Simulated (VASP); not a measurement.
# GaB (P4/mmm) in VASP: a series of runs, part 2 of 2

VASP 6.6.1. Earlier steps stand in the parts before.

### Step 4. Relaxation of cell and atoms, PBEsol

Contents of INCAR:

```
PREC     = Accurate       # precision mode
ENCUT    = 600            # plane-wave cutoff, eV
EDIFF    = 1E-6           # SCF threshold, eV
ISMEAR   = -1             # smearing method
SIGMA    = 0.05           # smearing width, eV
LREAL    = False          # projectors in reciprocal space
LASPH    = True           # aspherical terms in the spheres
NELM     = 100            # most SCF steps
ALGO     = Fast           # electronic algorithm
ISIF     = 3              # what is computed and relaxed
LWAVE    = False          # write WAVECAR
LCHARG   = False          # write CHGCAR
GGA      = PS             # functional
IBRION   = 2              # ionic algorithm
NSW      = 40             # ionic steps
EDIFFG   = -0.02          # ionic threshold
```

Contents of KPOINTS:

```
Automatic mesh
0
Gamma
  10 10 8
```

Contents of POSCAR:

```
GaB
1.0
    2.7182400000      0.0000000000      0.0000000000
    0.0000000000      2.7182400000      0.0000000000
    0.0000000000      0.0000000000      3.2362100000
Ga B
1 1
Direct
    0.5000000000      0.5000000000      0.5000000000
    0.0000000000      0.0000000000      0.0000000000
```

Command:

```console
cat potpaw_PBE.64/Ga_d/POTCAR potpaw_PBE.64/B/POTCAR > POTCAR
mpirun -np 1 vasp_std > vasp.out
```

Wall time 2.2 min (1 thread of AMD EPYC 7R43 (Zen 3), shared host); peak memory 0.14 GiB.

It converged, with:

- Free energy: -8.0263 eV
- Relaxed volume: 11.46 Å³/atom
- Relaxed cell: a = 2.669 Å, b = 2.669 Å, c = 3.218 Å, α = 90.00°, β = 90.00°, γ = 90.00°
- Space group after relaxing (to 0.05 Å): P4/mmm (No. 123)
- Energy gained by relaxing: 6.4 meV/atom
- Ionic steps: 6
- Pressure after relaxing: 0.1 GPa
- Band gap on the k mesh: none (metal or under the smearing width)

Stress tensor (GPa, compression positive):
```
 0.12  0.00  0.00
 0.00  0.12  0.00
 0.00  0.00 -0.04
```

The path:
```tsv
step	energy change (eV)	largest force (eV/Å)	pressure (GPa)	volume (Å³)
1	0.0000	0.0000	-4.12	23.91
2	-0.0120	0.0000	0.71	22.86
3	-0.0122	0.0000	-0.07	23.00
4	-0.0122	0.0000	0.08	22.98
5	-0.0125	0.0000	0.10	22.97
6	-0.0129	0.0000	0.06	22.92
```

Final structure:
```
Ga B
1.0
     2.66897    0.00000    0.00000
     0.00000    2.66897    0.00000
     0.00000    0.00000    3.21801
Ga B
1 1
Direct
  0.50000 0.50000 0.50000
  0.00000 0.00000 0.00000
```

Levels at points of the mesh, in eV from the Fermi level:
| k point | band 4 | band 5 | band 6 | band 7 | band 8 | band 9 | band 10 | band 11 | band 12 |
| --- | --- | --- | --- | --- | --- | --- | --- | --- | --- |
| (0.00, 0.00, 0.00) | -14.80 | -14.75 | -13.73 | -1.95 | 1.90 | 2.90 | 2.90 | 9.63 | 9.83 |
| (0.50, 0.00, 0.00) | -14.88 | -14.78 | -8.82 | -8.44 | 1.88 | 5.40 | 5.51 | 5.57 | 5.63 |
| (0.50, 0.50, 0.00) | -14.87 | -14.58 | -4.64 | -4.64 | -3.34 | -1.80 | 3.34 | 7.72 | 7.72 |
| (0.00, 0.00, 0.50) | -14.85 | -14.74 | -10.31 | -10.15 | 4.58 | 4.58 | 8.42 | 9.96 | 9.96 |
| (0.50, 0.00, 0.50) | -14.81 | -14.69 | -5.74 | -5.59 | -5.03 | -4.29 | 5.78 | 10.58 | 12.45 |
| (0.50, 0.50, 0.50) | -14.70 | -14.57 | -1.75 | -1.40 | -1.40 | -0.38 | 0.02 | 0.02 | 1.56 |

Caveat: the PAW data sets were made with another functional, which shifts forces and pressure a little.

### Step 5. Relaxation of cell and atoms, PBEsol+D3

INCAR, as its differences from that of step 4:

```diff
@@ -13,2 +13,3 @@
 GGA      = PS             # functional
+IVDW     = 11             # dispersion correction
 IBRION   = 2              # ionic algorithm
```

KPOINTS is that of step 4.

POSCAR is that of step 4.

Potentials or basis: VASP PAW PBE potentials, release 64 (Ga_d, B).

Command:

```console
cat potpaw_PBE.64/Ga_d/POTCAR potpaw_PBE.64/B/POTCAR > POTCAR
mpirun -np 1 vasp_std > vasp.out
```

OUTCAR:

```text
PREC = Accurate
   ENCUT = 600
   EDIFF = 1E-6
   ISMEAR = -1
   LREAL = False
   LASPH = True
   NELM = 100
   ISIF = 3
   GGA = PS
   IVDW = 11
   IBRION = 2
   NSW = 40
   EDIFFG = -0.02
 IVDW          = 11

 ion  position               nearest neighbor table
   1  0.500  0.500  0.500-   2 2.51   2 2.51   2 2.51   2 2.51   2 2.51   2 2.51   2 2.51   2 2.51

   2  0.000  0.000  0.000-   1 2.51   1 2.51   1 2.51   1 2.51   1 2.51   1 2.51   1 2.51   1 2.51

  LATTYP: Found a simple tetragonal cell.
 ALAT       =     2.7182400000
 C/A-ratio  =     1.1905534463

  Lattice vectors:

 A1 = (   2.7182400000,   0.0000000000,   0.0000000000)
 A2 = (   0.0000000000,   2.7182400000,   0.0000000000)
 A3 = (   0.0000000000,   0.0000000000,   3.2362100000)

Analysis of symmetry for initial positions (statically):
=====================================================================
 Subroutine PRICEL returns:
 Original cell was already a primitive cell.

 Routine SETGRP: Setting up the symmetry group for a
 simple tetragonal supercell.

 Subroutine GETGRP returns: Found 16 space group operations
 (whereof 16 operations were pure point group operations)
 out of a pool of 16 trial point group operations.

The static configuration has the point symmetry D_4h.

Analysis of symmetry for dynamics (positions and initial velocities):
=====================================================================
 Subroutine PRICEL returns:
 Original cell was already a primitive cell.

 Routine SETGRP: Setting up the symmetry group for a
 simple tetragonal supercell.

 Subroutine GETGRP returns: Found 16 space group operations
 (whereof 16 operations were pure point group operations)
 out of a pool of 16 trial point group operations.

The dynamic configuration has the point symmetry D_4h.

 Subroutine INISYM returns: Found 16 space group operations
 (whereof 16 operations are pure point group operations),
 and found     1 'primitive' translations

----------------------------------------------------------------------------------------

                                     Primitive cell

  volume of cell :      23.9118

  direct lattice vectors                    reciprocal lattice vectors
     2.718240000  0.000000000  0.000000000     0.367885102  0.000000000  0.000000000
     0.000000000  2.718240000  0.000000000     0.000000000  0.367885102  0.000000000
     0.000000000  0.000000000  3.236210000     0.000000000  0.000000000  0.309003433

  length of vectors
     2.718240000  2.718240000  3.236210000     0.367885102  0.367885102  0.309003433

  position of ions in fractional coordinates (direct lattice)
     0.500000000  0.500000000  0.500000000
     0.000000000  0.000000000  0.000000000

  ion indices of the primitive-cell ions
   primitive index   ion index
                 1           1
                 2           2

----------------------------------------------------------------------------------------

 KPOINTS: Automatic mesh

Automatic generation of k-mesh.
 Grid dimensions read from file:
 generate k-points for:   10   10    8

 Generating k-lattice:

  Cartesian coordinates                     Fractional coordinates (reciprocal lattice)
     0.036788510  0.000000000  0.000000000     0.100000000  0.000000000  0.000000000
     0.000000000  0.036788510  0.000000000     0.000000000  0.100000000  0.000000000
     0.000000000  0.000000000  0.038625429     0.000000000  0.000000000  0.125000000

  Length of vectors
     0.036788510  0.036788510  0.038625429

  Shift w.r.t. Gamma in fractional coordinates (k-lattice)
     0.000000000  0.000000000  0.000000000

 Subroutine IBZKPT returns following result:
 ===========================================

 Found    105 irreducible k-points:

 Following reciprocal coordinates:
            Coordinates               Weight
  0.000000  0.000000  0.000000      1.000000
  0.100000  0.000000  0.000000      4.000000
  0.200000  0.000000  0.000000      4.000000
  0.300000  0.000000  0.000000      4.000000
  0.400000  0.000000  0.000000      4.000000
  0.500000  0.000000  0.000000      2.000000
[... 16 lines left out ...]
  0.100000  0.000000  0.125000      8.000000
  0.200000  0.000000  0.125000      8.000000
 [... further k-points ...]
   k-points           NKPTS =    105   k-points in BZ     NKDIM =    105   number of bands    NBANDS=     12
   number of dos      NEDOS =    301   number of ions     NIONS =      2
   total plane-waves  NPLWV =  16128
   dimension x,y,z NGX =    24 NGY =   24 NGZ =   28
   dimension x,y,z NGXF=    48 NGYF=   48 NGZF=   56
   ions per type =               1   1
   NGX,Y,Z   is equivalent  to a cutoff of  14.68, 14.68, 14.38 a.u.
   NGXF,Y,Z  is equivalent  to a cutoff of  29.36, 29.36, 28.77 a.u.
 SYSTEM =  unknown system
   PREC   = accura    normal or accurate (medium, high low for compatibility)
   ISTART =      0    job   : 0-new  1-cont  2-samecut
   ICHARG =      2    charge: 1-file 2-atom 10-const
   ISPIN  =      1    spin polarized calculation?
   LNONCOLLINEAR =      F non collinear calculations
   LSORBIT =      F    spin-orbit coupling
   LASPH  =      T    aspherical Exc in radial PAW
   ENCUT  =  600.0 eV  44.10 Ry    6.64 a.u.   5.43  5.43  6.46*2*pi/ulx,y,z
   NELM   =    100;   NELMIN=  2; NELMDL= -5     # of ELM steps
   EDIFF  = 0.1E-05   stopping-criterion for ELM
   LREAL  =      F    real-space projection
   EDIFFG = -.2E-01   stopping-criterion for IOM
   NSW    =     40    number of steps for IOM
   IBRION =      2    ionic relax: 0-MD 1-quasi-New 2-CG
   NFREE  =      1    steps in history (QN), initial steepest desc. (CG)
   ISIF   =      3    stress and relaxation
   ISYM   =      2    0-nonsym 1-usesym 2-fastsym
   POTIM  = 0.5000    time-step for ionic-motion
   TEBEG  =    0.0;   TEEND  =   0.0 temperature during run
   PSTRESS=    0.0 pullay stress
   NELECT =      16.0000    total number of electrons
   NUPDOWN=      -1.0000    fix difference up-down
   EMIN   =  10.00;   EMAX   =-10.00  energy-range for DOS
   EFERMI =   0.00;   METHOD = LEGACY
   ISMEAR =    -1;   SIGMA  =   0.05  broadening in eV -4-tet -1-fermi 0-gaus
   EFERMI_NEDOS =   21; number of points for ismear=-14 and -15
   IALGO  =     68    algorithm
   IMIX   =      4    mixing-type and parameters
     AMIX     =   0.40;   BMIX     =  1.00
     AMIX_MAG =   1.60;   BMIX_MAG =  1.00
  volume/ion in A,a.u.               =      11.96        80.68
  Fermi-wavevector in a.u.,A,eV,Ry     =   1.431894  2.705886 27.896285  2.050319
  Thomas-Fermi vector in A             =   2.551580
   LORBIT       =      0    0 simple, 1 ext, 2 COOP (PROOUT), +10 PAW based schemes
   GGA     = PS    functional components
   LHFCALC =     F    Hartree Fock is set to
   AEXX    =    0.0000 exact exchange contribution
   IVDW    =    11    specifies the selected vdW correction
   LEPSILON=     F    determine dielectric tensor
   LRPA    =     F    only Hartree local field effects (RPA)
 conjugate gradient relaxation of ions
 non-spin polarized calculation
 RMM-DIIS sequential band-by-band and
  energy-cutoff  :      600.00
  volume of cell :       23.91
 maximum number of plane-waves:       813
 NGX is ok and might be reduce to    24
   NGX = 11   NGY = 11   NGZ = 13

--------------------------------------- Ionic step        1  -------------------------------------------

 number of electron      16.0000003 magnetization

 Free energy of the ion-electron system (eV)
  ---------------------------------------------------
  ext. energy  EPLUGINS =         0.00000000
  ---------------------------------------------------
  free energy    TOTEN  =        -8.01338213 eV

  energy without entropy =       -8.00797825  energy(sigma->0) =       -8.01068019

------------------------ aborting loop because EDIFF is reached ----------------------------------------

 Edisp (eV)   -0.24156

 E8    (eV) :    -0.1370
[... 191 lines left out ...]
--------------------------------------- Ionic step        6  -------------------------------------------

 number of electron      15.9999991 magnetization

 Free energy of the ion-electron system (eV)
  ---------------------------------------------------
  ext. energy  EPLUGINS =         0.00000000
  ---------------------------------------------------
  free energy    TOTEN  =        -8.02176956 eV

  energy without entropy =       -8.01544271  energy(sigma->0) =       -8.01860614

 E-fermi :   7.5029     XC(G=0): -12.3170

 val. band max:        7.4891124018   @ k =   0.3000   0.3000   0.3750
 cond. band min:       7.5040581581   @ k =   0.2000   0.2000   0.2500
 fundamental gap:      0.0149457563
 Fermi energy:         7.5028783845

 k-point     1 :       0.0000    0.0000    0.0000
  band No.  band energies     occupation
      1      -7.9315      2.00000
      2      -7.7357      2.00000
      3      -7.3452      2.00000
      4      -7.3452      2.00000
      5      -7.2843      2.00000
      6      -6.4603      2.00000
      7       5.2464      2.00000
      8       9.1716      0.00000
      9      10.5781      0.00000
     10      10.5781      0.00000
     11      17.5445      0.00000
     12      17.5715      0.00000
[... 331 lines left out ...]
 k-point    24 :       0.2000    0.0000    0.1250
  band No.  band energies     occupation
      1      -7.8462      2.00000
      2      -7.6232      2.00000
      3      -7.4692      2.00000
      4      -7.3539      2.00000
      5      -7.3425      2.00000
      6      -5.4115      2.00000
      7       4.4852      2.00000
      8       6.5529      2.00000
      9      11.4134      0.00000
     10      11.5538      0.00000
     11      16.4800      0.00000
     12      18.3922      0.00000

 [... further k-points ...]

------------------------ aborting loop because EDIFF is reached ----------------------------------------

 Edisp (eV)   -0.26135

 E8    (eV) :    -0.1498
[... 25 lines left out ...]
  FREE ENERGIE OF THE ION-ELECTRON SYSTEM (eV)
  ---------------------------------------------------
  free  energy   TOTEN  =        -8.2831180231 eV

  energy  without entropy=       -8.2767911803  energy(sigma->0) =       -8.27995460

 reached required accuracy - stopping structural energy minimisation
```

Run time: 1.7 min. Hardware: 1 thread of AMD EPYC 7R43 (Zen 3), shared host; peak memory 0.14 GiB.

What came out:

```
Free energy                            : -8.2831 eV
Relaxed volume                         : 11.22 Å³/atom
Relaxed cell                           : a = 2.636 Å, b = 2.636 Å, c = 3.229 Å, α = 90.00°, β = 90.00°, γ = 90.00°
Space group after relaxing (to 0.05 Å) : P4/mmm (No. 123)
Energy gained by relaxing              : 14.1 meV/atom
Ionic steps                            : 6
Pressure after relaxing                : 0.2 GPa
Band gap on the k mesh                 : none (metal or under the smearing width)
Dispersion energy per atom             : -0.131 eV
```

Stress tensor (GPa, compression positive):
```
0.26 0.00 0.00
0.00 0.26 0.00
0.00 0.00 0.03
```

Step by step:
| step | energy change (eV) | largest force (eV/Å) | pressure (GPa) | volume (Å³) |
| --- | --- | --- | --- | --- |
| 1 | 0.0000 | 0.0000 | -5.95 | 23.91 |
| 2 | -0.0257 | 0.0000 | 1.05 | 22.41 |
| 3 | -0.0262 | 0.0000 | -0.08 | 22.59 |
| 4 | -0.0262 | 0.0000 | 0.14 | 22.56 |
| 5 | -0.0274 | 0.0000 | -0.05 | 22.53 |
| 6 | -0.0282 | 0.0000 | 0.18 | 22.43 |

Final structure:
```xyz
2
Lattice="2.6357 0.0000 0.0000 0.0000 2.6357 0.0000 0.0000 0.0000 3.2288" Properties=species:S:1:pos:R:3 pbc="T T T"
Ga    1.3179    1.3179    1.6144
B     0.0000    0.0000    0.0000
```

Levels at points of the mesh, in eV from the Fermi level:
```
           k point  band 6  band 7  band 8  band 9  band 10  band 11
(0.00, 0.00, 0.00)  -13.96   -2.26    1.67    3.08     3.08    10.04
(0.50, 0.00, 0.00)   -8.92   -8.52    1.75    5.34     5.41     5.53
(0.50, 0.50, 0.00)   -4.70   -4.70   -3.22   -1.62     3.28     7.59
(0.00, 0.00, 0.50)  -10.56  -10.39    4.72    4.72     8.59    10.23
(0.50, 0.00, 0.50)   -5.92   -5.76   -5.08   -4.35     5.97    10.67
(0.50, 0.50, 0.50)   -1.65   -1.47   -1.47   -0.36    -0.04    -0.04
```

Caveat: the PAW data sets were made with another functional, which shifts forces and pressure a little; pairwise dispersion overbinds metals, which lowers pressure and volume.

### Step 6. The runs side by side

| task | level | cell | k mesh | cutoff (eV) | share of exact exchange | grid for exact exchange (PRECFOCK) | mesh quality | gap on the mesh (eV) | pressure (GPa) | relaxed volume (Å³/atom) |
| --- | --- | --- | --- | --- | --- | --- | --- | --- | --- | --- |
| single point | HSE(alpha, omega) | as given | 5 × 5 × 4 | 520 | 0.4 | Fast | coarse | none | -5.0 | - |
| single point | HSE(alpha, omega) | as given | 5 × 5 × 4 | 520 | 0.5 | Fast | coarse | none | -5.8 | - |
| relaxation of cell and atoms | PBEsol | relaxed | 10 × 10 × 8 | 600 | - | - | not flagged | none | 0.1 | 11.46 |
| relaxation of cell and atoms | PBEsol+D3 | relaxed | 10 × 10 × 8 | 600 | - | - | not flagged | none | 0.2 | 11.22 |

Alike in all rows: potentials or basis VASP PAW PBE potentials, release 64 (Ga_d, B); no spin polarisation; smearing fermi-dirac 0.05 eV.

Caveats: some runs use coarse meshes; the PAW data sets were made with another functional, which shifts forces and pressure a little; pairwise dispersion overbinds metals, which lowers pressure and volume (some runs).

Total energies depend on the potentials used, so only differences within one code and one set of settings carry meaning.
